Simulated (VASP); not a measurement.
Output of a VASP run:

### OSZICAR
```
       N       E                     dE             d eps       ncg     rms          rms(c)
DAV:   1     0.381767303348E+03    0.38177E+03   -0.27952E+04  2096   0.101E+03
DAV:   2    -0.142690728659E+02   -0.39604E+03   -0.38439E+03  2057   0.272E+02
DAV:   3    -0.421506045911E+02   -0.27882E+02   -0.27593E+02  2090   0.631E+01
DAV:   4    -0.427497603566E+02   -0.59916E+00   -0.59764E+00  2091   0.872E+00
DAV:   5    -0.427593424368E+02   -0.95821E-02   -0.95786E-02  2151   0.108E+00    0.223E+01
DAV:   6    -0.504714339836E+02   -0.77121E+01   -0.68028E+01  2284   0.361E+01    0.372E+01
DAV:   7    -0.393078646758E+02    0.11164E+02   -0.56711E+01  2220   0.498E+01    0.103E+01
DAV:   8    -0.389644378028E+02    0.34343E+00   -0.48254E+00  1924   0.741E+00    0.456E+00
DAV:   9    -0.387848847940E+02    0.17955E+00   -0.73556E-01  2138   0.367E+00    0.122E+00
DAV:  10    -0.387819096034E+02    0.29752E-02   -0.57217E-02  2069   0.110E+00    0.615E-01
DAV:  11    -0.387792604054E+02    0.26492E-02   -0.15892E-02  2098   0.675E-01    0.236E-01
DAV:  12    -0.387792508309E+02    0.95745E-05   -0.11202E-03  2017   0.192E-01    0.123E-01
DAV:  13    -0.387791865243E+02    0.64307E-04   -0.29697E-04  2265   0.872E-02    0.351E-02
DAV:  14    -0.387791838795E+02    0.26448E-05   -0.18419E-05  1867   0.232E-02    0.136E-02
DAV:  15    -0.387791838722E+02    0.72714E-08   -0.19180E-05  1906   0.216E-02    0.129E-02
DAV:  16    -0.387791827871E+02    0.10851E-05   -0.28543E-06  1547   0.876E-03    0.466E-03
DAV:  17    -0.387791826728E+02    0.11426E-06   -0.50419E-07  1070   0.326E-03
   1 F= -.38779183E+02 E0= -.38779183E+02  d E =-.167833E-14
```

OUTCAR:
```
------------------------ aborting loop because EDIFF is reached ----------------------------------------
  FORCE on cell =-STRESS in cart. coord.  units (eV):
  Direction    XX          YY          ZZ          XY          YZ          ZX
  --------------------------------------------------------------------------------------
  Total       -5.0879946     -5.0879946     -5.0879946      0.0000000     -0.0000000     -0.0000000
  in kB      -33.8492026    -33.8492026    -33.8492026      0.0000000     -0.0000000     -0.0000000
  external PRESSURE =     -33.8492026 kB  Pullay stress =       0.0000000 kB
  volume of cell :      240.83
      direct lattice vectors                 reciprocal lattice vectors
    -3.919370000  3.919370000  3.919370000     0.000000000  0.127571523  0.127571523
     3.919370000 -3.919370000  3.919370000     0.127571523  0.000000000  0.127571523
     3.919370000  3.919370000 -3.919370000     0.127571523  0.127571523  0.000000000
 POSITION                                       TOTAL-FORCE (eV/Angst)
 -----------------------------------------------------------------------------------
      0.00000      0.00000      0.00000         0.000000      0.000000     -0.000000
      0.00000      0.00000      3.91937         0.000000     -0.000000     -0.000000
      3.91937      0.00000      0.00000         0.000000     -0.000000     -0.000000
      0.00000      3.91937      0.00000         0.000000     -0.000000     -0.000000
      2.60160      2.60160      2.60160         0.109421      0.109421      0.109421
     -1.31777      1.31777      1.31777         0.109421     -0.109421     -0.109421
      1.31777      1.31777     -1.31777        -0.109421     -0.109421      0.109421
      1.31777     -1.31777      1.31777        -0.109421      0.109421     -0.109421
 -----------------------------------------------------------------------------------
    total drift:                               -0.000001     -0.000001     -0.000002
  FREE ENERGIE OF THE ION-ELECTRON SYSTEM (eV)
  ---------------------------------------------------
  free  energy   TOTEN  =       -38.7791826728 eV

  energy  without entropy=      -38.7791826728  energy(sigma->0) =      -38.77918267
```
(Selected blocks of OUTCAR.)

File POSCAR:
```
Tl3VSe4
1
   -3.9193700000     3.9193700000     3.9193700000
    3.9193700000    -3.9193700000     3.9193700000
    3.9193700000     3.9193700000    -3.9193700000
V Tl Se
1 3 4
Direct
  0.0000000000   0.0000000000   0.0000000000
  0.5000000000   0.5000000000   0.0000000000
  0.0000000000   0.5000000000   0.5000000000
  0.5000000000   0.0000000000   0.5000000000
  0.6637800000   0.6637800000   0.6637800000
  0.3362200000   0.0000000000   0.0000000000
  0.0000000000   0.0000000000   0.3362200000
  0.0000000000   0.3362200000   0.0000000000
```

**Question.** Write an INCAR and KPOINTS that could have produced this output.

**Answer.** Several could match; the one computed here: the input of the run itself, LDA (Ceperley-Alder, Perdew-Zunger), plane waves, VASP's LDA PAW potentials (set 64).

INCAR:
```
LREAL=.False.   # projection in real space or not
ISIF=2
NELM=100   # most electronic steps
LCHARG=.False.
SYSTEM=Tl3VSe4
ENCUT=300   # plane-wave cut-off (eV)
ISMEAR=-1   # Fermi-Dirac
LASPH=.True.   # aspherical one-centre terms
PREC=Accurate
SIGMA=0.01
LWAVE=.False.
ALGO=Normal
LMAXMIX=4   # l cut-off of mixed one-centre charges
EDIFF=1E-6   # SCF stop (eV)
```

### KPOINTS
```
Automatic mesh
0
Gamma
7 7 7
0 0 0
```

POTCAR, in this order: V_sv Tl_d Se (LDA.64 set). Program: vasp_std.

At this cut-off the stress carries a Pulay error, which pulls relaxed volumes low.

The structure comes from a computed database's Tl3VSe4 entry (I-43m); how it stands against other phases isn't given here. The cell was not relaxed at this level. The run is one of a series of settings (KPOINTS 7×7×7 Γ-centred mesh against the base run), some of them coarse on purpose. The run is not spin-polarised, so no magnetic state was tried.
